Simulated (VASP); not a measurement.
Consider the following.

```yaml
crystal:
  lattice:
    - [0.00000, 3.17099, 3.17099]
    - [3.17099, 0.00000, 3.17099]
    - [3.17099, 3.17099, 0.00000]
  atoms:
    - { symbol: Ag, position: [0.00000, 0.00000, 0.00000] }
    - { symbol: I, position: [0.25000, 0.25000, 0.25000] }
```

Computed with LDA (Ceperley-Alder, Perdew-Zunger), VASP's LDA PAW potentials (set 64) (plane waves; VASP). Run with 400 eV cut-off, 13×13×13 Γ-centred mesh, Gaussian smearing of 0.010 eV, potentials Ag I.

Unless said otherwise, spin-orbit coupling is left out, though it shifts the bands of the heavy elements here.

**Question.** Estimate the energy per atom (σ→0), band gap (on the k-mesh) with the smallest direct gap where there is one.

**Answer.** 
```yaml
band gap (on the k-mesh): 1.09 eV
smallest direct gap (on the k-mesh): 1.09 eV
energy per atom (σ→0): -3.062 eV/atom
```

Only differences to runs with the same potentials and settings are physical.

The compound is AgI in the zinc blende structure, whereas wurtzite is the usual form. It was relaxed first, which changed the volume by -7 %.
